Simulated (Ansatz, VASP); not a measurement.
# MgO (Periclase) in two plane-wave programs, part 3 of 3

Aim: how closely do two programs agree when they are given the same cell, functional and k mesh? The cell is taken from a series of runs on this material, whose earlier steps may have relaxed, scaled, displaced or heated it; both programs get it as it stands.

VASP 6.6.1 and Ansatz 0.2.0.

So far: VASP: zone-centre phonons, PBEsol, pair 1; Ansatz: zone-centre phonons, PBEsol, pair 1; Differences; VASP: zone-centre phonons, PBEsol, pair 2; Ansatz: zone-centre phonons, PBEsol, pair 2; Comparison.

## 8. VASP: zone-centre phonons, PBEsol, pair 3

Level of this step: PBEsol; plane waves and PAW (O, Mg) (VASP).

Second derivatives magnify differences that forces hide, and they need a tight electronic threshold. The cell compared in this pair holds 19.84 Å³, against 19.47 Å³ for the pair before.

INCAR reads:

```
SYSTEM = MgO
PREC = Accurate
ENCUT = 600
EDIFF = 1E-08
NELM = 120
ISMEAR = 0
SIGMA = 0.01
LREAL = .FALSE.
ALGO = Normal
GGA = PS
NBANDS = 10
LORBIT = 11
LWAVE = .FALSE.
LCHARG = .FALSE.
ISIF = 2
IBRION = 8
LEPSILON = .TRUE.
LASPH = .TRUE.
GGA_COMPAT = .FALSE.
EFERMI = MIDGAP
KPAR = 2
```

POSCAR reads:

```
MgO
1.0
    0.0000000000      2.1488169072      2.1488169072
    2.1488169072      0.0000000000      2.1488169072
    2.1488169072      2.1488169072      0.0000000000
O Mg
1 1
Direct
    0.5000000000      0.5000000000      0.5000000000
    0.0000000000      0.0000000000      0.0000000000
```

KPOINTS reads:

```
Automatic mesh
0
Gamma
12 12 12
0 0 0
```

Potentials, in the order of the species: O and Mg (PBE family, release 64).

The run is started by

```
> mpirun -np 2 vasp_std
```

Numbers of over 12 decimals in the logs are rounded to 6 here.

Log:

```text
[... set-up lines as in an earlier step ...]
 entering main loop
       N       E                     dE             d eps       ncg     rms          rms(c)
DAV:   1     0.172944211334E+02    0.17294E+02   -0.50531E+03  1632   0.800E+02
DAV:   2    -0.131069454744E+02   -0.30401E+02   -0.29024E+02  1684   0.146E+02
DAV:   3    -0.138573305798E+02   -0.75039E+00   -0.74974E+00  1690   0.212E+01
DAV:   4    -0.138593487847E+02   -0.20182E-02   -0.20182E-02  1648   0.123E+00
[...]
DAV:  12    -0.124820860522E+02    0.18237E-06   -0.10783E-07  1608   0.366E-03    0.550E-04
DAV:  13    -0.124820860145E+02    0.37718E-07   -0.14703E-08   994   0.956E-04    0.537E-05
DAV:  14    -0.124820860126E+02    0.19069E-08   -0.21760E-10   778   0.143E-04
   1 F= -.12482086E+02 E0= -.12482086E+02  d E =0.000000E+00
 Linear response reoptimize wavefunctions to high precision
DAV:   1    -0.124820860120E+02    0.57969E-09   -0.65544E-11   886   0.573E-05
DAV:   2    -0.124820860120E+02   -0.10800E-10   -0.29153E-12   780   0.139E-05
 Linear response G [H, r] |phi>, progress :
  Direction:   1
[...]
force on displaced ion       1 direction 1 :  -3.952   0.000   0.000
 Born effective charge ion    1 direction 1 :  -1.992   0.000   0.000
 Linear response progress:
  Degree of freedom:   2/  2
       N       E                     dE             d eps       ncg     rms          rms(c)
RMM:   1    -0.180885813924E-02   -0.18089E-02   -0.15061E-04  6632   0.496E-01
RMM:   2    -0.175605961309E-02    0.52799E-04   -0.15890E-04  4958   0.840E-02    0.309E-02
RMM:   3    -0.173614210862E-02    0.19918E-04   -0.13230E-05  5194   0.258E-02    0.166E-02
RMM:   4    -0.173741240500E-02   -0.12703E-05   -0.12017E-05  5193   0.243E-02    0.318E-03
RMM:   5    -0.173818586281E-02   -0.77346E-06   -0.22542E-07  5226   0.384E-03    0.365E-04
RMM:   6    -0.173824702994E-02   -0.61167E-07   -0.20728E-09  5271   0.381E-04    0.156E-04
RMM:   7    -0.173819033307E-02    0.56697E-07   -0.61171E-10  5330   0.228E-04    0.214E-05
RMM:   8    -0.173822013186E-02   -0.29799E-07   -0.34640E-12  5393   0.157E-05    0.355E-06
RMM:   9    -0.173821988224E-02    0.24962E-09    0.58881E-13  4924   0.401E-06    0.624E-07
 first order change of Fermi-energy   0.52780E-04
 force on displaced ion       2 direction 1 :  -3.964   0.000   0.000
 Born effective charge ion    2 direction 1 :   1.991   0.000   0.000
 Born effective charges drift removed
 Linear response finished
```

OUTCAR, selected parts (step 8):

```text
  Total       -1.1098480     -1.1098480     -1.1098480     -0.0000000      0.0000000     -0.0000000
  in kB      -89.6078071    -89.6078071    -89.6078071     -0.0000000      0.0000000     -0.0000000
  external PRESSURE =     -89.6078071 kB  Pullay stress =       0.0000000 kB

 POSITION                                       TOTAL-FORCE (eV/Angst)
 -----------------------------------------------------------------------------------
      2.14882      2.14882      2.14882         0.000000     -0.000000      0.000000
      0.00000      0.00000      0.00000        -0.000000      0.000000      0.000000
 -----------------------------------------------------------------------------------
    total drift:                               -0.000000     -0.000000      0.000000

 MACROSCOPIC STATIC DIELECTRIC TENSOR (including local field effects in DFT)
 ------------------------------------------------------
           3.249850    -0.000000    -0.000000
           0.000000     3.249850     0.000000
           0.000000    -0.000000     3.249850
 ------------------------------------------------------

 MACROSCOPIC STATIC DIELECTRIC TENSOR IONIC CONTRIBUTION
 ------------------------------------------------------
           9.137740    -0.000000     0.000000
          -0.000000     9.137740     0.000000
           0.000000     0.000000     9.137740
 ------------------------------------------------------

[... 1 part as in an earlier step ...]

[... 1 further part left out ...]
```

## 9. Ansatz: zone-centre phonons, PBEsol, pair 3

The same cell, functional and mesh now go to Ansatz, which takes its cutoff from its data sets.

The cell is taken from a series of runs on this material, whose earlier steps may have relaxed, scaled, displaced or heated it; both programs get it as it stands.

input.yaml reads:

```yaml
crystal:
  lattice:
    - [0.0, 2.1488169072, 2.1488169072]
    - [2.1488169072, 0.0, 2.1488169072]
    - [2.1488169072, 2.1488169072, 0.0]
  atoms:
    - { symbol: O, position: [0.5, 0.5, 0.5] }
    - { symbol: Mg, position: [0.0, 0.0, 0.0] }
kpoints:
  mp_grid: { grid: [12, 12, 12] }
hamiltonian:
  xc: pbesol
  pseudopotentials: { kind: paw, azcp: { folder: soft_1 }, xc_functional: pbe }
scf:
  occupations: { method: fixed }
output:
  eigenvalues: true
phonons:
  method: dfpt
  dielectric: true
  rigid_motions: translations
```

The run is started by

```
> ansatz run input.yaml --threads 4 --pin off --max-ram 10240MiB --backend cpu --events-out ev --progress --plain --runs-dir out
```

Log:

```text
[...]
Crystal: 2 atoms, lattice volume = 19.844 Å³
Basis set: ecut = 420 eV, 387 PW (Γ), exchange–correlation on 48×48×48 points (8 copies of the dense FFT grid, shifted against one another)
Bands: 12, of which v1, the nominal top of the filled ones, is band 8 counted from 1 (7 counted from 0)
Symmetry: 48 space group operations
k-points: 163 of 1728 (irreducible under 8 space group operations, time reversal used)
[...]
optical modes at Γ + LO–TO along q̂ = [1.0000, 0.0000, 0.0000]:
      ω (cm⁻¹)  modes    IR ((D/Å)²/amu)
[...]
optical modes at Γ + LO–TO along q̂ = [0.0000, 1.0000, 0.0000]:
      ω (cm⁻¹)  modes    IR ((D/Å)²/amu)
        333.51      2            19.2403
        649.95      1             9.6201
  optical modes at Γ + LO–TO along q̂ = [0.0000, 0.0000, 1.0000]:
      ω (cm⁻¹)  modes    IR ((D/Å)²/amu)
        333.51      2            19.2403
        649.95      1             9.6201
[key lines of the parts left out:]
SCF converged after 8 iterations
Free energy (F): -2475.844166 eV
Fermi energy:    7.212512 eV
```

## 10. Comparison

What differs besides the data sets and the points named for the pairs above, as far as they apply: the data sets hold 16 valence electrons in Ansatz (on its PAW soft_1 files) and 8 in VASP. Total energies have different zeros and are not compared.

Both answers:

| quantity | Ansatz | VASP | difference |
| --- | --- | --- | --- |
| ε∞ xx | 3.32 | 3.25 | +2.24 % |
| ε∞ yy | 3.32 | 3.25 | +2.24 % |
| ε∞ zz | 3.32 | 3.25 | +2.24 % |
| Born charge of O1 (mean of the diagonal) (e) | -2.01 | -1.99 | -0.01 |
| Born charge of Mg2 (mean of the diagonal) (e) | 2.01 | 1.99 | +0.01 |
| optical mode 1 to 3 (cm⁻¹) | 333.5 | 333.9 | -0.13 % |

Modes are paired by rising frequency, not by their patterns, so a pair may set unlike modes beside each other; they are those without the splitting of longitudinal modes.

## 11. Results

```
r.m.s. difference of the optical zone-centre modes, each program's sorted by frequency (zone-centre phonons, PBEsol, pair 1) : 1.9 cm⁻¹
difference in ε∞ xx (zone-centre phonons, PBEsol, pair 1)                                                                    : +2.4 %
r.m.s. difference of the optical zone-centre modes, each program's sorted by frequency (zone-centre phonons, PBEsol, pair 2) : 1.1 cm⁻¹
difference in ε∞ xx (zone-centre phonons, PBEsol, pair 2)                                                                    : +2.3 %
r.m.s. difference of the optical zone-centre modes, each program's sorted by frequency (zone-centre phonons, PBEsol, pair 3) : 0.43 cm⁻¹
difference in ε∞ xx (zone-centre phonons, PBEsol, pair 3)                                                                    : +2.2 %
```

What this shows: The r.m.s. difference of the optical zone-centre modes, each program's sorted by frequency is 1.9 cm⁻¹ (zone-centre phonons, PBEsol, pair 1). The data sets hold unlike numbers of valence electrons (16 in Ansatz and 8 in VASP), so part of the differences comes from the potentials. Among the rows given in per cent, the largest difference of the zone-centre phonons, PBEsol, pair 1 pair is in ε∞ xx, +2.4 %. Among the rows given in per cent, the largest difference of the zone-centre phonons, PBEsol, pair 2 pair is in ε∞ xx, +2.3 %. Among the rows given in per cent, the largest difference of the zone-centre phonons, PBEsol, pair 3 pair is in ε∞ xx, +2.2 %. How closely two codes agree says nothing of how well the functional describes the real material.

[Lines on the potential files, build, host, timing and source positions are cut from VASP's logs without a mark.]

[Logs are printed without paths, hosts, clocks, repeated set-up lines and the standing remarks that a program may print on its own settings, such as how far it seeks lower states.]

[Hosts, paths, dates, database ids (printed as entryN), source tags and the programs' standing remarks are cut or masked in the printed files.]
